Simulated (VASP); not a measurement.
Method: LDA (Ceperley-Alder, Perdew-Zunger), VASP's LDA PAW potentials (set 64) (plane waves; VASP 6.6.1).

The input files of a VASP run:

File POSCAR:
```
BaF2
1
    0.0000000000     3.0455157991     3.0455157991
    3.0455157991     0.0000000000     3.0455157991
    3.0455157991     3.0455157991     0.0000000000
Ba F
1 2
Direct
  0.0000000000   0.0000000000   0.0000000000
  0.2500000000   0.2500000000   0.2500000000
  0.7500000000   0.7500000000   0.7500000000
```

### KPOINTS
```
Automatic mesh
0
Gamma
7 7 7
0 0 0
```

### INCAR
```
SYSTEM = BaF2
PREC = Accurate; ENCUT = 520; LREAL = F
LASPH = T
EDIFF = 1E-7; NELM = 100; ALGO = Normal
LMAXMIX = 4
ISMEAR = -5
ISIF = 2
LWAVE = F; LCHARG = T; LORBIT = 11
NEDOS = 601
```

POTCAR, in this order: Ba_sv F (LDA.64 set). Program: vasp_std.

**Question.** What will the output report for the number of irreducible k-points (NKPTS), largest plane-wave count, number of space-group operations, FFT grid (NGX, NGY, NGZ)?

**Answer.** 
```yaml
number of irreducible k-points (NKPTS): 20
largest_plane_wave_count: 1536
number_of_space_group_operations: 48
FFT grid (NGX, NGY, NGZ): 32 × 32 × 32
```

The compound is BaF2 in the fluorite structure. It was relaxed first, which changed the volume by -5 %.
